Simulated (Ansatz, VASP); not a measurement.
Given: the input of a run of Ansatz 0.2.0 on TaWC2. Atoms were shifted at random by some hundredths of an Å from the given cell, which wasn't relaxed again for these runs. The cell comes from a database or a generator and needn't be the stable form of this composition.

The input input.yaml:

```yaml
crystal:
  lattice:
    - [1.5718551461, 0.9075109917, 5.1016196719]
    - [-1.5718551461, 0.9075109917, 5.1016196719]
    - [0.0, -1.8150219835, 5.1016196719]
  atoms:
    - { symbol: W, position: [-0.002892, -0.012287, 0.015052] }
    - { symbol: Ta, position: [0.51833, 0.489399, 0.48742] }
    - { symbol: C, position: [0.257191, 0.244626, 0.249095] }
    - { symbol: C, position: [0.733652, 0.750897, 0.756444] }
kpoints:
  mp_grid: { grid: [10, 10, 10] }
scf:
  occupations: { method: fermi_dirac, width: 0.05 }
hamiltonian:
  xc: pbesol
  pseudopotentials: { kind: all_electron, lapw: { basis_error: 0.001 } }
output:
  forces: true
  stress: true
  eigenvalues: true
  populations: true
```

Potentials or basis: all-electron LAPW, scalar-relativistic.

Run with:

```bash
$ ansatz run input.yaml --threads 2 --pin off --max-ram 8192MiB --backend cpu --events-out ev --progress --plain --runs-dir out
```

**Question.** What does the same run look like in VASP 6.6.1? Potentials or basis there: PBE PAW files C, Ta_pv, W_sv, 520 eV.

**Answer.** As run (cutoffs and basis follow the program's own potentials, and thresholds, step limits or extra output files can differ):

INCAR

```
SYSTEM = TaWC2
PREC = Accurate
ENCUT = 520
EDIFF = 1E-7
ISMEAR = -1
SIGMA = 0.05
LREAL = .False.
LASPH = .True.
NELM = 80
ALGO = Normal
ISIF = 2
LWAVE = .False.
LCHARG = .False.
GGA = PS
NBANDS = 24
```

Contents of KPOINTS:

```
Automatic mesh
0
Gamma
  10 10 10
  0 0 0
```

POSCAR

```
TaWC2
1.0
    1.5718551461      0.9075109917      5.1016196719
   -1.5718551461      0.9075109917      5.1016196719
    0.0000000000     -1.8150219835      5.1016196719
W Ta C
1 1 2
Direct
   -0.0028920000     -0.0122870000      0.0150520000
    0.5183300000      0.4893990000      0.4874200000
    0.2571910000      0.2446260000      0.2490950000
    0.7336520000      0.7508970000      0.7564440000
```

Potentials or basis: VASP PAW PBE potentials, release 64 (W_sv, Ta_pv, C).

Launch:

```bash
$ cat potpaw_PBE.64/W_sv/POTCAR potpaw_PBE.64/Ta_pv/POTCAR potpaw_PBE.64/C/POTCAR > POTCAR
$ mpirun -np 1 vasp_std > vasp.out
```

Both were run:

|  | Ansatz | VASP |
| --- | --- | --- |
| Pressure | -10.3 GPa | -9.4 GPa |
| Largest force | 0.757 eV/Å | 0.762 eV/Å |

VASP's potentials were made for PBE.

Where Ansatz's input types no cutoff or centring, it takes its own default and a Γ-centred mesh.

The cell lies far from this level's equilibrium.

Pressure is positive in compression.
